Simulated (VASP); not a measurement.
```xyz
2
Lattice="0.0000 2.1244 2.1244 2.1244 0.0000 2.1244 2.1244 2.1244 0.0000" Properties=species:S:1:pos:R:3 pbc="T T T"
Ti     0.0000     0.0000     0.0000
N      2.1244     2.1244     2.1244
```

Computed with PBE GGA, VASP's PBE PAW potentials (set 64) (plane waves; VASP 6.6.1). Numerical set-up: 600 eV cut-off, 14×14×14 Γ-centred mesh, first-order Methfessel-Paxton smearing of 0.10 eV, potentials Ti_sv N.

Energy and stress use the plane-wave basis of the starting cell.

Problem. The ions, cell shape and volume at an external pressure of 10.0 GPa are relaxed. Predict the relaxed structure.

Solution. 
```xyz
2
Lattice="0.0000 2.1009 2.1009 2.1009 0.0000 2.1009 2.1009 2.1009 0.0000" Properties=species:S:1:pos:R:3 pbc="T T T"
Ti     0.0000     0.0000     0.0000
N      2.1009     2.1009     2.1009
```
Space group Fm-3m (225), at a tolerance of 0.03 Å.

Problem. How do energy and volume change from the first to the last step?

Solution. The energy (σ→0) changes by +9.3 meV/atom and the volume by -3.3 %, in 3 ionic steps.

```tsv
step	E(σ→0) (eV)	max force (eV/Å)	pressure (GPa)	volume (Å³)
1	-19.6355	0.000	-0.03	19.17
2	-19.4988	0.000	29.26	17.56
3	-19.6168	0.000	9.85	18.55
```

The compound is TiN in the rock salt structure. This run relaxes it under an external pressure of 10 GPa. Symmetry was kept, so distortions that lower it aren't found. The electron count is odd and the run is not spin-polarised, which forces a metal.
